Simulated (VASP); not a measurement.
A run of VASP 6.6.1:

INCAR

```
SYSTEM = Zn6C
  PREC = Accurate
  ENCUT = 600
  EDIFF = 1E-7
  ISMEAR = -1
  SIGMA = 0.05
  LREAL = .FALSE.
  LASPH = .TRUE.
  NELM = 100
  ALGO = Normal
  ISIF = 3
  LWAVE = .FALSE.
  LCHARG = .FALSE.
  GGA = PE
  IBRION = 2
  NSW = 60
  EDIFFG = -0.01
  PSTRESS = 100
```

Contents of KPOINTS:

```
regular mesh
0
G
  5 5 5
  0 0 0
```

Contents of POSCAR:

```
Zn6C
1.0
   -3.1573100000      3.1573100000      3.1573100000
    3.1573100000     -3.1573100000      3.1573100000
    3.1573100000      3.1573100000     -3.1573100000
Zn C
6 1
Direct
    0.0000000000      0.3204500000      0.3204500000
    0.0000000000      0.6795500000      0.6795500000
    0.3204500000      0.0000000000      0.3204500000
    0.6795500000      0.0000000000      0.6795500000
    0.3204500000      0.3204500000      0.0000000000
    0.6795500000      0.6795500000      0.0000000000
    0.0000000000      0.0000000000      0.0000000000
```

Potentials or basis: VASP PAW PBE potentials, release 64 (Zn, C).

Launch:

```console
$ cat potpaw_PBE.64/Zn/POTCAR potpaw_PBE.64/C/POTCAR > POTCAR
$ mpirun -np 1 vasp_std > vasp.out
```

Hardware: 1 thread of Intel(R) Xeon(R) Platinum 8375C CPU @ 2.90GHz (Ice Lake), with other jobs on the host.

Question: Estimate the wall time of this run.

Answer: Run time: 7 min on 1 thread of Intel(R) Xeon(R) Platinum 8375C CPU @ 2.90GHz (Ice Lake), with other jobs on the host, peak memory 0.35 GiB. Counts: scf iterations 58, k points 10, ion steps 5.
